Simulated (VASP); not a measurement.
Method: PBEsol GGA, VASP's PBE PAW potentials (set 64) (plane waves; VASP).

Input for VASP

### INCAR
```
! general
SYSTEM  = Be3CdS4
PREC    = Accurate
ENCUT   = 400   ! plane-wave cut-off (eV)
LREAL   = F   ! projection in real space or not
LASPH   = T
ICHARG  = 11

! electronic loop
EDIFF   = 1E-7   ! SCF stop (eV)
NELM    = 100
ALGO    = Normal
LMAXMIX = 4   ! l cut-off of mixed one-centre charges

! smearing
ISMEAR  = 0   ! Gaussian
SIGMA   = 0.05   ! width (eV)

! functional
GGA     = PS   ! PBEsol

! output
LWAVE   = F
LCHARG  = F
LORBIT  = 11   ! lm-projected
```

### KPOINTS
```
k-points along high-symmetry lines
15
Line-mode
Reciprocal
  0.000000   0.000000   0.000000 ! GAMMA
  0.000000   0.500000   0.000000 ! X

  0.000000   0.500000   0.000000 ! X
  0.500000   0.500000   0.000000 ! M

  0.500000   0.500000   0.000000 ! M
  0.000000   0.000000   0.000000 ! GAMMA

  0.000000   0.000000   0.000000 ! GAMMA
  0.500000   0.500000   0.500000 ! R

  0.500000   0.500000   0.500000 ! R
  0.000000   0.500000   0.000000 ! X

  0.500000   0.500000   0.500000 ! R
  0.500000   0.500000   0.000000 ! M
```

### POSCAR
```
Be3CdS4
5.0996690
  0.9999999338   0.0000000000   0.0000000000
  0.0000000000   0.9999999338   0.0000000000
  0.0000000000   0.0000000000   0.9999999338
Cd S Be
1 4 3
Direct
  1.0000000000   1.0000000000   1.0000000000
  0.2744490460   0.2744490460   0.2744490460
  0.7255509540   0.7255509540   0.2744490460
  0.7255509540   0.2744490460   0.7255509540
  0.2744490460   0.7255509540   0.7255509540
  0.5000000000   0.5000000000   1.0000000000
  0.5000000000   0.0000000000   0.5000000000
  1.0000000000   0.5000000000   0.5000000000
```

POTCAR, in this order: Cd S Be (PBE.64 set). Program: vasp_std. Read from the step before: CHGCAR.

The resulting files:

File OSZICAR:
```
       N       E                     dE             d eps       ncg     rms          rms(c)
DAV:   1     0.200144316918E+03    0.20014E+03   -0.16896E+04  4688   0.116E+03
DAV:   2    -0.215248093907E+02   -0.22167E+03   -0.21679E+03  5716   0.269E+02
DAV:   3    -0.364499211906E+02   -0.14925E+02   -0.14863E+02  6058   0.747E+01
DAV:   4    -0.366706470539E+02   -0.22073E+00   -0.22028E+00  6008   0.948E+00
DAV:   5    -0.366745151839E+02   -0.38681E-02   -0.38659E-02  6142   0.125E+00
DAV:   6    -0.366746275148E+02   -0.11233E-03   -0.11231E-03  6086   0.198E-01
DAV:   7    -0.366746314841E+02   -0.39693E-05   -0.39690E-05  6144   0.337E-02
DAV:   8    -0.366746316649E+02   -0.18082E-06   -0.18080E-06  5926   0.652E-03
DAV:   9    -0.366746316737E+02   -0.87334E-08   -0.87115E-08  4950   0.128E-03
   1 F= -.36674632E+02 E0= -.36674632E+02  d E =-.952177E-14
```

**OUTCAR**
```
 val. band max:        3.3875570126   @ k =   0.0000   0.0000   0.0000

 cond. band min:       6.4688826302   @ k =   0.0000   0.0000   0.0000



 k-point     1 :       0.0000    0.0000    0.0000
  band No.  band energies     occupation
      1     -10.0976      2.00000
      2      -8.3769      2.00000
      3      -8.3769      2.00000
      4      -8.3769      2.00000
      5      -4.0707      2.00000
      6      -4.0707      2.00000
      7      -3.9732      2.00000
      8      -3.9732      2.00000
      9      -3.9732      2.00000
     10      -1.6190      2.00000
     11      -1.3433      2.00000
     12      -1.3433      2.00000
     13       0.6753      2.00000
     14       0.6753      2.00000
     15       0.6753      2.00000
     16       0.7908      2.00000
     17       0.7908      2.00000
     18       0.7908      2.00000
     19       3.3876      2.00000
     20       3.3876      2.00000
     21       3.3876      2.00000
     22       6.4689      0.00000
     23       6.4689      0.00000
     24       6.4689      0.00000
     25       6.8939      0.00000
     26       7.3801      0.00000

 k-point     2 :       0.0000    0.0357    0.0000
  band No.  band energies     occupation
      1     -10.0937      2.00000
      2      -8.3834      2.00000
      3      -8.3767      2.00000
      4      -8.3767      2.00000
      5      -4.0712      2.00000
      6      -4.0700      2.00000
      7      -3.9754      2.00000
      8      -3.9726      2.00000
      9      -3.9726      2.00000
     10      -1.6076      2.00000
     11      -1.3420      2.00000
     12      -1.3347      2.00000
     13       0.6606      2.00000
     14       0.6606      2.00000
     15       0.6693      2.00000
     16       0.7790      2.00000
     17       0.8009      2.00000
     18       0.8009      2.00000
     19       3.3600      2.00000
     20       3.3821      2.00000
     21       3.3821      2.00000
     22       6.4707      0.00000
     23       6.4856      0.00000
...
```

The density is held fixed in this step, so its total energy and stress have no physical meaning.

The structure was generated: Be3CdS4 was put into an ordered model structure (P-43m), which need not be its known phase. It was relaxed first.
